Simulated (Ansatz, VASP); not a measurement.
## One calculation of Zn3C, two programs

```
Zn C
1.0
     3.10719    0.00000    0.00000
    -1.55359    2.69090    0.00000
     0.00000    0.00000    6.49841
Zn C
3 1
Direct
  0.00000 0.00000 0.50000
  0.66667 0.33333 0.18559
  0.66667 0.33333 0.81441
  0.00000 0.00000 0.00000
```

Change from the starting cell: species swapped into the Cd3Ag type (P-6m2, No. 187).

Alike in both runs: functional PBE; k mesh 6 × 6 × 2; occupations gaussian, width 0.1 eV; no spin polarisation.

Ansatz relaxed the structure, and its values are those at the end. VASP's run is a single point on that final structure, the one shown.

```csv
,VASP,Ansatz
version,VASP 6.6.1,Ansatz 0.2.0
potentials or method,"VASP PAW PBE potentials, release 64 (Zn, C)","scalar-relativistic, plane waves, PAW"
plane-wave cutoff (eV),520,420
valence electrons in the cell,40,40
```

Ansatz gave:

* gap on the k mesh at the Fermi level (eV): none
* pressure (GPa): 0.1
* rms of the force components (eV/Å): 0.001

**Question.** Estimate VASP's values.

**Answer.** gap on the k mesh at the Fermi level (eV): none; pressure (GPa): 0.5; rms of the force components (eV/Å): 0.013.

A gap of «none» marks a metal or a gap that the smearing closes. With one functional, cell and mesh, what is left measures potentials, basis and numerics.

Caveats: the k mesh is coarse (spacing up to 0.48 Å⁻¹), so the values aren't converged.
